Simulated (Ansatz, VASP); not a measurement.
RuC4 in VASP and in Ansatz

```
CELL_PARAMETERS angstrom
3.21005 -3.41480 0.00000
3.21005 3.41480 0.00000
0.00000 0.00000 2.85618
ATOMIC_POSITIONS crystal
Ru 0.00000 0.00000 0.00000
C 0.27967 0.27967 0.00000
C 0.18155 0.81845 0.50000
C 0.81845 0.18155 0.50000
C 0.72033 0.72033 0.00000
```

Change from the starting cell: species swapped into the OsCl4 type (Cmmm, No. 65).

Alike in both runs: task single point; functional PBE; k mesh 4 × 4 × 6; occupations gaussian, width 0.1 eV; no spin polarisation.

|  | VASP | Ansatz |
| --- | --- | --- |
| version | VASP 6.6.1 | Ansatz 0.2.0 |
| potentials or method | VASP PAW PBE potentials, release 64 (Ru_pv, C) | scalar-relativistic, plane waves, PAW |
| plane-wave cutoff (eV) | 520 | 420 |
| valence electrons in the cell | 30 | 32 |

|  | VASP | Ansatz | Ansatz less VASP |
| --- | --- | --- | --- |
| gap on the k mesh at the Fermi level (eV) | none | none | - |
| rms of the force components (eV/Å) | 2.450 | 2.436 | -0.0141 |

Atom by atom the forces differ by 0.014 eV/Å (rms over components). A gap of «none» marks a metal or a gap that the smearing closes. The functional is the same, so the differences come from potentials, cutoffs and numerics. The two sets of potentials don't hold the same shells in valence.

Caveats: the k mesh is coarse (spacing up to 0.37 Å⁻¹), so the values aren't converged; forces of over 1 eV/Å show positions far from the minimum, so gaps and moduli don't describe the material at rest.
